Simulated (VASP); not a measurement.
Output of a VASP run:

### OSZICAR
```
       N       E                     dE             d eps       ncg     rms          rms(c)
DAV:   1    -0.593702223210E+00   -0.59370E+00   -0.15882E+03  1236   0.665E+02
DAV:   2    -0.620494728814E+01   -0.56112E+01   -0.53599E+01  1680   0.700E+01
DAV:   3    -0.634358458095E+01   -0.13864E+00   -0.13864E+00  1458   0.104E+01
DAV:   4    -0.634605372824E+01   -0.24691E-02   -0.24691E-02  1728   0.115E+00
DAV:   5    -0.634605823736E+01   -0.45091E-05   -0.45091E-05  1440   0.526E-02    0.270E+00
DAV:   6    -0.617642229400E+01    0.16964E+00   -0.14778E-01  1440   0.173E+00    0.135E+00
DAV:   7    -0.611980066205E+01    0.56622E-01   -0.18536E-01  1566   0.217E+00    0.203E-01
DAV:   8    -0.612110419353E+01   -0.13035E-02   -0.54032E-03  1386   0.679E-01    0.373E-02
DAV:   9    -0.612107550125E+01    0.28692E-04   -0.24100E-04  1896   0.868E-02    0.123E-02
DAV:  10    -0.612107550327E+01   -0.20240E-08   -0.60264E-06  1314   0.244E-02    0.216E-03
DAV:  11    -0.612107486201E+01    0.64126E-06   -0.39014E-07  1734   0.762E-03    0.929E-04
DAV:  12    -0.612107401730E+01    0.84471E-06   -0.29762E-08   744   0.166E-03    0.139E-03
DAV:  13    -0.612107446960E+01   -0.45230E-06   -0.19320E-08   774   0.176E-03    0.111E-04
DAV:  14    -0.612107448829E+01   -0.18696E-07   -0.16550E-09   612   0.496E-04
   1 F= -.61210745E+01 E0= -.61210745E+01  d E =-.234486E-21
```

File OUTCAR:
```
------------------------ aborting loop because EDIFF is reached ----------------------------------------
  FORCE on cell =-STRESS in cart. coord.  units (eV):
  Direction    XX          YY          ZZ          XY          YZ          ZX
  --------------------------------------------------------------------------------------
  Total       -0.0131322     -0.0131322     -0.0903511      0.0000000     -0.0000000      0.0000000
  in kB       -1.3258400     -1.3258400     -9.1219359      0.0000000     -0.0000000      0.0000000
  external PRESSURE =      -3.9245387 kB  Pullay stress =       0.0000000 kB
  volume of cell :       15.87
      direct lattice vectors                 reciprocal lattice vectors
     0.000000000  1.987933836  2.007813174    -0.251517425  0.251517425  0.249027154
     1.987933836  0.000000000  2.007813174     0.251517425 -0.251517425  0.249027154
     1.987933836  1.987933836  0.000000000     0.251517425  0.251517425 -0.249027154
  FREE ENERGIE OF THE ION-ELECTRON SYSTEM (eV)
  ---------------------------------------------------
  free  energy   TOTEN  =        -6.1210744883 eV

  energy  without entropy=       -6.1210744883  energy(sigma->0) =       -6.12107449
```
(Selected blocks of OUTCAR.)

### POSCAR
```
LiH
1
    0.0000000000     1.9879338360     2.0078131744
    1.9879338360     0.0000000000     2.0078131744
    1.9879338360     1.9879338360     0.0000000000
Li H
1 1
Direct
  0.0000000000   0.0000000000   0.0000000000
  0.5000000000   0.5000000000   0.5000000000
```

Reconstruct the remaining input files.

Several could match; the one computed here: the input of the run itself, PBEsol GGA, plane waves, VASP's PBE PAW potentials (set 64).

**KPOINTS**
```
Automatic mesh
0
Gamma
10 10 10
0 0 0
```

### INCAR
```
ALGO = Normal
EDIFF = 1E-7
ENCUT = 600
GGA = PS
ISIF = 2
ISMEAR = 0
LASPH = .TRUE.
LCHARG = .FALSE.
LREAL = .FALSE.
LWAVE = .FALSE.
NELM = 100
PREC = Accurate
SIGMA = 0.05
SYSTEM = LiH
```

POTCAR, in this order: Li_sv H (PBE.64 set). Program: vasp_std.

The compound is LiH in the rock salt structure. This cell was strained or had an atom moved on purpose.
